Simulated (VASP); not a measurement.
Given:

```
CELL_PARAMETERS angstrom
     -1.90353     3.82067     5.08077
      1.90353    -3.82067     5.08077
      1.90353     3.82067    -5.08077
ATOMIC_POSITIONS crystal
  Rb 0.69423 0.19423 0.50000
  Rb 0.30577 0.80577 0.50000
  Pd 0.00000 0.00000 0.00000
  Se 0.21325 0.50000 0.71325
  Se 0.78675 0.50000 0.28675
```

Level of theory: r2SCAN meta-GGA, VASP's PBE PAW potentials (set 64) (plane waves; VASP 6.6.1). Run with 400 eV cut-off, 7×7×7 Γ-centred mesh, tetrahedra with Blöchl corrections, potentials Rb_sv Pd Se.

Problem. Tabulate the total density of states (states/eV per cell) against energy (eV; zero at the valence-band maximum or, without a gap, the Fermi level).

Solution. 
```
E (eV) | DOS (states/eV)
    -9.94 |  0.00
    -9.29 |  0.00
    -8.75 |  0.00
    -8.10 |  0.00
    -7.56 |  0.00
    -6.91 |  0.00
    -6.26 |  0.00
    -5.72 |  0.00
    -5.07 |  0.00
    -4.53 | #### 0.78
    -3.88 | ############# 2.76
    -3.34 | ################## 3.80
    -2.69 | ############ 2.59
    -2.04 | ########### 2.21
    -1.50 | ############################## 6.25
    -0.85 | ######################## 4.99
    -0.31 | ################### 3.98
     0.34 |  0.00
     0.89 |  0.00
     1.53 | ########### 2.26
     2.18 | #### 0.83
     2.73 |  0.01
     3.37 | ####### 1.56
     3.92 | ############## 3.00
     4.57 | ######## 1.70
```
Within 2 eV below the valence-band maximum the largest weight inside VASP's projection spheres is Pd d, then Se p.

The structure comes from a computed database's Rb2PdSe2 entry (Immm); how it stands against other phases isn't given here. It was relaxed first.
